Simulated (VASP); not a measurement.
# CBr₂ClF: convergence, excitations by TDDFT

CBr₂ClF, molecule in box, 5 atoms in the cell. PBE, TDDFT by the Casida equation; PAW potentials F, C, Cl, Br (PBE set). VASP 6.6.1.

Wanted: first excitation within 0.05 eV.

Kernel: local xc kernel.

POSCAR:
```
CBr2ClF
1.0
   12.0000000000      0.0000000000      0.0000000000
    0.0000000000     12.0000000000      0.0000000000
    0.0000000000      0.0000000000     12.0000000000
F C Cl Br
1 1 1 2
Direct
    0.6007833340      0.4421783320      0.5229083340
    0.5053916640      0.4956033320      0.5041666640
    0.4205500040      0.4835533320      0.6224083340
    0.4340083340      0.4281450020      0.3761500040
    0.5392666640      0.6505200020      0.4743666640
```

The series start from Conduction bands in the pairs: 36; Valence bands in the pairs: 12; Vacuum around the molecule (Å): 9; Plane-wave cutoff (eV): 400. Each series keeps the choices made before it, and each single choice may use up half of a tolerance. Times cover all steps of a run.

## Conduction bands in the pairs

| Conduction bands in the pairs | First excitation (eV) | Time (s) |
|---|---|---|
| 4 | 4.390 | 60 |
| 12 | 4.387 | 60 |
| 24 | 4.385 | 60 |
| 36 | 4.382 | 62 |
| 60 | 4.379 | 80 |
| 100 (reference) | 4.374 | 100 |

Chosen: 4, the loosest value from which every tighter one stays within half of the tolerance.

## Valence bands in the pairs

| Valence bands in the pairs | First excitation (eV) | Time (s) |
|---|---|---|
| 1 | 4.434 | 59 |
| 3 | 4.416 | 59 |
| 6 | 4.396 | 59 |
| 12 (reference) | 4.390 | 60 |

Chosen: 6.

## Vacuum around the molecule (Å)

| Vacuum around the molecule (Å) | First excitation (eV) | Time (s) |
|---|---|---|
| 6 | 4.363 | 22 |
| 9 | 4.396 | 59 |
| 12 (reference) | 4.397 | 127 |

Chosen: 9.

## Plane-wave cutoff (eV)

| Plane-wave cutoff (eV) | First excitation (eV) | Time (s) |
|---|---|---|
| 280 | 4.376 | 38 |
| 340 | 4.389 | 48 |
| 400 | 4.396 | 59 |
| 480 (reference) | 4.398 | 100 |

Chosen: 280.

## All choices together

| Input | First excitation (eV) | Time (s) |
|---|---|---|
| one pair of orbitals (naive) | 4.446 | 59 |
| chosen settings | 4.376 | 38 |
| reference settings throughout | 4.382 | 324 |

The tolerance is met.

## The input

INCAR.step1:
```
SYSTEM = CBr2ClF
PREC = Accurate
ENCUT = 280
ISMEAR = 0
SIGMA = 0.02
EDIFF = 1E-7
LASPH = .TRUE.
LWAVE = .TRUE.
LCHARG = .FALSE.
LOPTICS = .TRUE.
ALGO = Normal
NBANDS = 56
NEDOS = 2000
CSHIFT = 0.1
GGA = PE
```

INCAR.step2:
```
SYSTEM = CBr2ClF
PREC = Accurate
ENCUT = 280
ISMEAR = 0
SIGMA = 0.02
EDIFF = 1E-7
LASPH = .TRUE.
LWAVE = .FALSE.
LCHARG = .FALSE.
ALGO = TDHF
NBANDS = 56
NBANDSO = 6
NBANDSV = 4
IBSE = 2
NBSEEIG = 6
LHARTREE = .TRUE.
LADDER = .FALSE.
LFXC = .TRUE.
ENCUTGW = 150
GGA = PE
PRECFOCK = Fast
ANTIRES = 0
OMEGAMAX = 25
CSHIFT = 0.15
NOMEGA = 1000
ISTART = 1
```

KPOINTS:
```
k-points
0
Gamma
  1 1 1
```

Commands (each step's output is kept before the next begins):
```
cat potpaw_PBE.64/F/POTCAR potpaw_PBE.64/C/POTCAR potpaw_PBE.64/Cl/POTCAR potpaw_PBE.64/Br/POTCAR > POTCAR
cp INCAR.step1 INCAR
mpirun -np 4 vasp_gam > vasp.out
cp INCAR.step2 INCAR
mpirun -np 4 vasp_gam > vasp.out
```

The chosen input took VASP 6.6.1 38 s on 4 cores (Intel Xeon Platinum 8488C (Sapphire Rapids)), a shared host.
